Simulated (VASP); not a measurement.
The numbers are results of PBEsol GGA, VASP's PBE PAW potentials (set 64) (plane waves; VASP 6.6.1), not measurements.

Input for VASP

### POSCAR
```
La2O3
1
    3.9307800000     0.0000000000     0.0000000000
   -1.9653900000     3.4041550000     0.0000000000
    0.0000000000     0.0000000000     6.1119500000
La O
2 3
Direct
  0.6712080000   0.3217320000   0.7539120000
  0.3179710000   0.6545930000   0.2386980000
  0.6592610000   0.3366510000   0.3512890000
  0.3272580000   0.6685180000   0.6488690000
  0.0243020000   0.0185070000   0.0072320000
```

### INCAR
```
SYSTEM = La2O3
PREC = Accurate; ENCUT = 280; LREAL = .FALSE.
LASPH = .TRUE.
EDIFF = 1E-6; NELM = 100; ALGO = Normal
LMAXMIX = 6
ISMEAR = 1; SIGMA = 0.136
GGA = PS
IBRION = 2; NSW = 50; ISIF = 3
EDIFFG = -0.01
LWAVE = .FALSE.; LCHARG = .FALSE.
```

KPOINTS:
```
Regular mesh
0
G
  4 4 4
```

POTCAR, in this order: La O (PBE.64 set). Program: vasp_std.

Output of the run:

OUTCAR:
```
 ion  position               nearest neighbor table
   1  0.671  0.322  0.754-   4 2.32   4 2.32   4 2.44   3 2.46   5 2.69   5 2.72
   2  0.318  0.655  0.239-   3 2.35   3 2.35   3 2.42   4 2.51   5 2.59   5 2.65   5 2.79
   3  0.659  0.337  0.351-   2 2.35   2 2.35   2 2.42   1 2.46
   4  0.327  0.669  0.649-   1 2.32   1 2.32   1 2.44   2 2.51
   5  0.024  0.019  0.007-   2 2.59   2 2.65   1 2.69   1 2.72   2 2.79
  LATTYP: Found a hexagonal cell.
 ALAT       =     3.9307800000
 C/A-ratio  =     1.5548949572
 Subroutine PRICEL returns:
 Original cell was already a primitive cell.
 Subroutine GETGRP returns: Found  1 space group operations
The static configuration has the point symmetry C_1 .
The dynamic configuration has the point symmetry C_1 .
 Subroutine INISYM returns: Found  1 space group operations
 Subroutine IBZKPT returns following result:
 Found     36 irreducible k-points:

 Following reciprocal coordinates:
            Coordinates               Weight
  0.000000  0.000000  0.000000      1.000000
  0.250000  0.000000  0.000000      2.000000
  0.000000  0.250000  0.000000      2.000000
 -0.250000  0.250000  0.000000      2.000000
  0.500000  0.000000  0.000000      1.000000
  0.000000  0.500000  0.000000      1.000000
  0.500000  0.500000  0.000000      1.000000
  0.250000  0.250000  0.000000      2.000000
 -0.250000  0.500000  0.000000      2.000000
  0.500000  0.250000  0.000000      2.000000
  0.000000  0.000000  0.250000      2.000000
  0.250000  0.000000  0.250000      2.000000
  0.000000  0.250000  0.250000      2.000000
 -0.250000  0.250000  0.250000      2.000000
 -0.250000 -0.000000  0.250000      2.000000
  0.000000 -0.250000  0.250000      2.000000
  0.250000 -0.250000  0.250000      2.000000
  0.500000  0.000000  0.250000      2.000000
  0.000000  0.500000  0.250000      2.000000
  0.500000  0.500000  0.250000      2.000000
  0.250000  0.250000  0.250000      2.000000
 -0.250000  0.500000  0.250000      2.000000
  0.500000  0.250000  0.250000      2.000000
 -0.250000 -0.250000  0.250000      2.000000
  0.250000  0.500000  0.250000      2.000000
  0.500000 -0.250000  0.250000      2.000000
  0.000000  0.000000  0.500000      1.000000
  0.250000  0.000000  0.500000      2.000000
  0.000000  0.250000  0.500000      2.000000
 -0.250000  0.250000  0.500000      2.000000
  0.500000  0.000000  0.500000      1.000000
  0.000000  0.500000  0.500000      1.000000
  0.500000  0.500000  0.500000      1.000000
  0.250000  0.250000  0.500000      2.000000
 -0.250000  0.500000  0.500000      2.000000
  0.500000  0.250000  0.500000      2.000000
   k-points           NKPTS =     36   k-points in BZ     NKDIM =     36   number of bands    NBANDS=     24
   number of dos      NEDOS =    301   number of ions     NIONS =      5
   total plane-waves  NPLWV =  20736
   dimension x,y,z NGX =    24 NGY =   24 NGZ =   36
   dimension x,y,z NGXF=    48 NGYF=   48 NGZF=   72
   ions per type =               2   3
   PREC   = accura    normal or accurate (medium, high low for compatibility)
   ISTART =      0    job   : 0-new  1-cont  2-samecut
   ICHARG =      2    charge: 1-file 2-atom 10-const
   ISPIN  =      1    spin polarized calculation?
   LNONCOLLINEAR =      F non collinear calculations
   LSORBIT =      F    spin-orbit coupling
   INIWAV =      1    electr: 0-lowe 1-rand  2-diag
   ENCUT  =  280.0 eV  20.58 Ry    4.54 a.u.   5.36  5.36  8.34*2*pi/ulx,y,z
   NELM   =    100;   NELMIN=  2; NELMDL= -5     # of ELM steps
   EDIFF  = 0.1E-05   stopping-criterion for ELM
   LREAL  =      F    real-space projection
   NLSPLINE    = F    spline interpolate recip. space projectors
   LMAXMIX     =    6 max onsite mixed and CHGCAR
...
```

File OSZICAR:
```
...
DAV:   1    -0.459102008018E+02   -0.32204E-04   -0.84837E-02  2384   0.333E+00    0.109E-01
DAV:   2    -0.459104371515E+02   -0.23635E-03   -0.52840E-03  2704   0.788E-01    0.595E-02
DAV:   3    -0.459103576233E+02    0.79528E-04   -0.46351E-04  3176   0.231E-01    0.233E-02
DAV:   4    -0.459103469461E+02    0.10677E-04   -0.72547E-05  3184   0.777E-02    0.810E-03
DAV:   5    -0.459103471831E+02   -0.23699E-06   -0.15332E-05  2832   0.307E-02    0.441E-03
DAV:   6    -0.459103469720E+02    0.21108E-06   -0.13462E-06  1680   0.140E-02
   9 F= -.45910347E+02 E0= -.45911111E+02  d E =-.195968E-01
       N       E                     dE             d eps       ncg     rms          rms(c)
DAV:   1    -0.459055008129E+02    0.48464E-02   -0.53596E+00  2200   0.176E+01    0.741E-01
DAV:   2    -0.459205732140E+02   -0.15072E-01   -0.25822E-01  2784   0.470E+00    0.276E-01
DAV:   3    -0.459195756829E+02    0.99753E-03   -0.11827E-02  3280   0.126E+00    0.126E-01
DAV:   4    -0.459192657470E+02    0.30994E-03   -0.23748E-03  3056   0.499E-01    0.387E-02
DAV:   5    -0.459193018794E+02   -0.36132E-04   -0.47440E-04  3304   0.174E-01    0.256E-02
DAV:   6    -0.459193095168E+02   -0.76375E-05   -0.54648E-05  3408   0.677E-02    0.178E-02
DAV:   7    -0.459193164125E+02   -0.68957E-05   -0.14789E-05  3152   0.412E-02    0.581E-03
DAV:   8    -0.459193175265E+02   -0.11141E-05   -0.28958E-06  1792   0.172E-02    0.247E-03
DAV:   9    -0.459193177280E+02   -0.20147E-06   -0.12266E-06  1704   0.189E-02
  10 F= -.45919318E+02 E0= -.45920046E+02  d E =-.897076E-02
       N       E                     dE             d eps       ncg     rms          rms(c)
DAV:   1    -0.459193127903E+02    0.47362E-05   -0.32869E-03  2280   0.437E-01    0.183E-02
DAV:   2    -0.459193212398E+02   -0.84495E-05   -0.15036E-04  2768   0.116E-01    0.700E-03
DAV:   3    -0.459193207998E+02    0.43998E-06   -0.60587E-06  2208   0.300E-02
  11 F= -.45919321E+02 E0= -.45920048E+02  d E =-.897383E-02
       N       E                     dE             d eps       ncg     rms          rms(c)
DAV:   1    -0.459252367429E+02   -0.59155E-02   -0.43040E+00  2376   0.174E+01    0.101E+00
DAV:   2    -0.459233669436E+02    0.18698E-02   -0.21347E-01  2712   0.425E+00    0.412E-01
DAV:   3    -0.459198379306E+02    0.35290E-02   -0.19860E-02  3096   0.140E+00    0.121E-01
DAV:   4    -0.459195867553E+02    0.25118E-03   -0.37853E-03  3432   0.574E-01    0.675E-02
DAV:   5    -0.459195601683E+02    0.26587E-04   -0.59504E-04  3296   0.165E-01    0.300E-02
DAV:   6    -0.459195708762E+02   -0.10708E-04   -0.89595E-05  3432   0.927E-02    0.181E-02
DAV:   7    -0.459195749304E+02   -0.40542E-05   -0.27813E-05  3456   0.359E-02    0.684E-03
DAV:   8    -0.459195748095E+02    0.12086E-06   -0.19525E-06  1864   0.154E-02
  12 F= -.45919575E+02 E0= -.45920306E+02  d E =-.254010E-03
       N       E                     dE             d eps       ncg     rms          rms(c)
DAV:   1    -0.459238794242E+02   -0.43045E-02   -0.10309E+00  2368   0.862E+00    0.505E-01
DAV:   2    -0.459233146434E+02    0.56478E-03   -0.52359E-02  2728   0.204E+00    0.194E-01
DAV:   3    -0.459224687437E+02    0.84590E-03   -0.40641E-03  3048   0.703E-01    0.568E-02
DAV:   4    -0.459224201881E+02    0.48556E-04   -0.86784E-04  3400   0.291E-01    0.292E-02
DAV:   5    -0.459224228330E+02   -0.26448E-05   -0.13553E-04  3224   0.830E-02    0.155E-02
DAV:   6    -0.459224291824E+02   -0.63495E-05   -0.18853E-05  3408   0.404E-02    0.102E-02
DAV:   7    -0.459224335892E+02   -0.44068E-05   -0.36479E-06  2248   0.191E-02    0.376E-03
DAV:   8    -0.459224348731E+02   -0.12839E-05   -0.10144E-06  1704   0.152E-02    0.112E-03
DAV:   9    -0.459224349309E+02   -0.57785E-07   -0.61282E-07  1600   0.137E-02
  13 F= -.45922435E+02 E0= -.45923165E+02  d E =-.311413E-02
       N       E                     dE             d eps       ncg     rms          rms(c)
DAV:   1    -0.459225451540E+02   -0.11028E-03   -0.81365E-02  2512   0.296E+00    0.922E-02
DAV:   2    -0.459228300265E+02   -0.28487E-03   -0.42810E-03  2712   0.620E-01    0.495E-02
DAV:   3    -0.459227945954E+02    0.35431E-04   -0.26558E-04  3216   0.179E-01    0.208E-02
DAV:   4    -0.459227874545E+02    0.71409E-05   -0.39277E-05  3256   0.607E-02    0.591E-03
DAV:   5    -0.459227878484E+02   -0.39391E-06   -0.46054E-06  2272   0.183E-02
  14 F= -.45922788E+02 E0= -.45923513E+02  d E =-.352917E-03
       N       E                     dE             d eps       ncg     rms          rms(c)
DAV:   1    -0.459227674438E+02    0.20011E-04   -0.23500E-02  2512   0.159E+00    0.498E-02
DAV:   2    -0.459228500772E+02   -0.82633E-04   -0.12385E-03  2688   0.334E-01    0.266E-02
DAV:   3    -0.459228402505E+02    0.98267E-05   -0.77322E-05  3216   0.966E-02    0.112E-02
DAV:   4    -0.459228382791E+02    0.19713E-05   -0.11139E-05  2968   0.326E-02    0.316E-03
DAV:   5    -0.459228383973E+02   -0.11818E-06   -0.10216E-06  1752   0.108E-02
  15 F= -.45922838E+02 E0= -.45923560E+02  d E =-.403466E-03
       N       E                     dE             d eps       ncg     rms          rms(c)
DAV:   1    -0.459229151415E+02   -0.76862E-04   -0.18707E-02  2736   0.144E+00    0.528E-02
DAV:   2    -0.459229239654E+02   -0.88240E-05   -0.75356E-04  2808   0.218E-01    0.244E-02
DAV:   3    -0.459229117595E+02    0.12206E-04   -0.69896E-05  3368   0.922E-02    0.980E-03
DAV:   4    -0.459229102818E+02    0.14776E-05   -0.91149E-06  2672   0.296E-02    0.432E-03
DAV:   5    -0.459229105711E+02   -0.28930E-06   -0.28181E-06  1808   0.170E-02
  16 F= -.45922911E+02 E0= -.45923638E+02  d E =-.721738E-04
       N       E                     dE             d eps       ncg     rms          rms(c)
DAV:   1    -0.459229179565E+02   -0.76746E-05   -0.33093E-03  2784   0.612E-01    0.223E-02
DAV:   2    -0.459229190025E+02   -0.10460E-05   -0.12747E-04  2800   0.901E-02    0.101E-02
DAV:   3    -0.459229169951E+02    0.20074E-05   -0.10617E-05  2584   0.379E-02    0.408E-03
DAV:   4    -0.459229168660E+02    0.12911E-06   -0.19855E-06  1888   0.178E-02
  17 F= -.45922917E+02 E0= -.45923646E+02  d E =-.784687E-04
       N       E                     dE             d eps       ncg     rms          rms(c)
DAV:   1    -0.459229789242E+02   -0.61929E-04   -0.18599E-02  2688   0.119E+00    0.710E-02
DAV:   2    -0.459229513760E+02    0.27548E-04   -0.84410E-04  2744   0.253E-01    0.256E-02
DAV:   3    -0.459229372669E+02    0.14109E-04   -0.59864E-05  3152   0.968E-02    0.876E-03
DAV:   4    -0.459229352827E+02    0.19842E-05   -0.14543E-05  3176   0.399E-02    0.292E-03
DAV:   5    -0.459229349656E+02    0.31717E-06   -0.12057E-06  1752   0.131E-02
  18 F= -.45922935E+02 E0= -.45923667E+02  d E =-.180996E-04
       N       E                     dE             d eps       ncg     rms          rms(c)
DAV:   1    -0.459229460549E+02   -0.10772E-04   -0.21586E-03  2720   0.407E-01    0.244E-02
DAV:   2    -0.459229418766E+02    0.41783E-05   -0.98584E-05  2776   0.835E-02    0.874E-03
DAV:   3    -0.459229399205E+02    0.19561E-05   -0.53229E-06  2208   0.327E-02    0.323E-03
DAV:   4    -0.459229397502E+02    0.17028E-06   -0.20172E-06  1792   0.223E-02
  19 F= -.45922940E+02 E0= -.45923671E+02  d E =-.228842E-04
       N       E                     dE             d eps       ncg     rms          rms(c)
DAV:   1    -0.459228947177E+02    0.45203E-04   -0.14365E-02  2080   0.917E-01    0.254E-02
DAV:   2    -0.459229621596E+02   -0.67442E-04   -0.73873E-04  2992   0.280E-01    0.127E-02
DAV:   3    -0.459229618306E+02    0.32903E-06   -0.22532E-05  3080   0.483E-02    0.729E-03
DAV:   4    -0.459229610895E+02    0.74107E-06   -0.24577E-06  1728   0.194E-02
  20 F= -.45922961E+02 E0= -.45923690E+02  d E =-.213393E-04
```

**OUTCAR**
```
------------------------ aborting loop because EDIFF is reached ----------------------------------------
  FORCE on cell =-STRESS in cart. coord.  units (eV):
  Direction    XX          YY          ZZ          XY          YZ          ZX
  --------------------------------------------------------------------------------------
  Total       -0.0122147     -0.0160991     -0.0112722      0.0034596      0.0030299      0.0056222
  in kB       -0.2849777     -0.3756038     -0.2629882      0.0807156      0.0706902      0.1311700
  external PRESSURE =      -0.3078566 kB  Pullay stress =       0.0000000 kB
  volume of cell :       68.67
      direct lattice vectors                 reciprocal lattice vectors
     3.757892427 -0.000076495  0.000074618     0.266109733  0.153645214  0.000029171
    -1.879009991  3.254399137 -0.000181554     0.000006255  0.307279996  0.000006041
    -0.000551822 -0.000110383  5.615290018    -0.000003536  0.000007893  0.178085192
 POSITION                                       TOTAL-FORCE (eV/Angst)
 -----------------------------------------------------------------------------------
      1.87903      1.08466      4.29283        -0.005695      0.001768     -0.005279
     -0.00050      2.16955      1.32219         0.001809      0.000929      0.004047
      1.87851      1.08503      1.97034         0.002163     -0.003902      0.000801
     -0.00020      2.16946      3.64483        -0.000002     -0.000898      0.000934
      1.87871      3.25406      0.00007         0.001724      0.002103     -0.000503
 -----------------------------------------------------------------------------------
    total drift:                               -0.001190      0.000223     -0.003088
  FREE ENERGIE OF THE ION-ELECTRON SYSTEM (eV)
  ---------------------------------------------------
  free  energy   TOTEN  =       -45.9229610895 eV

  energy  without entropy=      -45.9251481597  energy(sigma->0) =      -45.92369011

 reached required accuracy - stopping structural energy minimisation
```
(Selected blocks of OUTCAR.)

CONTCAR:
```
La2O3
   1.00000000000000
     3.7578924269584348   -0.0000764948109650    0.0000746178030861
    -1.8790099913924403    3.2543991372371188   -0.0001815544912408
    -0.0005518223270657   -0.0001103826259521    5.6152900183307004
  La              O
     2     3
Direct
     0.6668042379088822    0.3333306127014277    0.7644908746097123
     0.3332467566763866    0.6666661168204761    0.2354795332425049
     0.6666559612298636    0.3334309390796102    0.3508908841001932
     0.3333797281991085    0.6666529149717475    0.6491079324551003
     0.9999133159857588    0.9999204164267359    0.0000307755924893
```

At this cut-off the stress carries a Pulay error, which pulls relaxed volumes low.  Energy and stress use the plane-wave basis of the starting cell.

The structure comes from a computed database's La2O3 entry; how it stands against other phases isn't given here. In the starting cell atoms are displaced from their ideal sites. This run relaxes it. The k-mesh is coarse (spacing up to 0.48 per Å, 2π included), so the numbers may not be converged in it. The run is one of a series of settings (EDIFFG = -0.01, ENCUT = 280, IBRION = 2, ISIF = 3, ISMEAR = 1, NSW = 50, SIGMA = 0.136, KPOINTS 4×4×4 Γ-centred mesh against the base run), some of them coarse on purpose.
